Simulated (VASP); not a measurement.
An input for Quantum ESPRESSO's pw.x (written as the equivalent of a VASP run, and not itself run):

```
&CONTROL
  calculation = 'vc-relax'
  pseudo_dir = './pseudo'
  outdir = './out'
  tprnfor = .true.
  tstress = .true.
  nstep = 40
  forc_conv_thr = 0.00039
/
&SYSTEM
  ibrav = 0
  nat = 1
  ntyp = 1
  ecutwfc = 82
  occupations = 'smearing'
  smearing = 'methfessel-paxton'
  degauss = 0.00735
  input_dft = 'pbesol'
/
&ELECTRONS
  conv_thr = 7.3e-09
  electron_maxstep = 100
/
&IONS
/
&CELL
  press = 300
/
ATOMIC_SPECIES
  Ag 107.868 Ag.upf
CELL_PARAMETERS angstrom
    -0.0000000    1.9202224    1.9202224
     1.9202224   -0.0000000    1.9202224
     1.9202224    1.9202224    0.0000000
ATOMIC_POSITIONS crystal
  Ag   0.0000000  0.0000000  0.0000000
K_POINTS automatic
  14 14 14 0 0 0
```

Q: Write the VASP files for the same calculation (PBEsol).

A: This is not unique; one that fits is 
**INCAR**
```
! general
SYSTEM  = Ag
PREC    = Accurate
ENCUT   = 480
LREAL   = .False.
LASPH   = .True.

! electronic loop
EDIFF   = 1E-7
NELM    = 100
ALGO    = Normal
LMAXMIX = 4

! smearing
ISMEAR  = 1
SIGMA   = 0.1

! functional
GGA     = PS

! ions
IBRION  = 2
NSW     = 40
ISIF    = 3
EDIFFG  = -0.01
PSTRESS = 300

! output
LWAVE   = .False.
LCHARG  = .False.
```

**KPOINTS**
```
K-points
0
gamma
 14 14 14
0 0 0
```

### POSCAR
```
Ag
1
   -0.0000000000     1.9202223918     1.9202223918
    1.9202223918    -0.0000000000     1.9202223918
    1.9202223918     1.9202223918     0.0000000000
Ag
1
Direct
  0.0000000000   0.0000000000   0.0000000000
```

POTCAR, in this order: Ag (PBE.64 set). Program: vasp_std.

What does not carry over: the potentials are each code's own (VASP's PAW set, PseudoDojo norm-conserving files in pw.x), so ENCUT and ecutwfc are chosen apart and not converted; conv_thr bounds pw.x's estimated SCF error, while EDIFF bounds the energy change between steps; forc_conv_thr acts on force components and is met together with etot_conv_thr.

The compound is Ag in the fcc structure. This run relaxes it under an external pressure of 30 GPa. Symmetry was kept, so distortions that lower it aren't found.
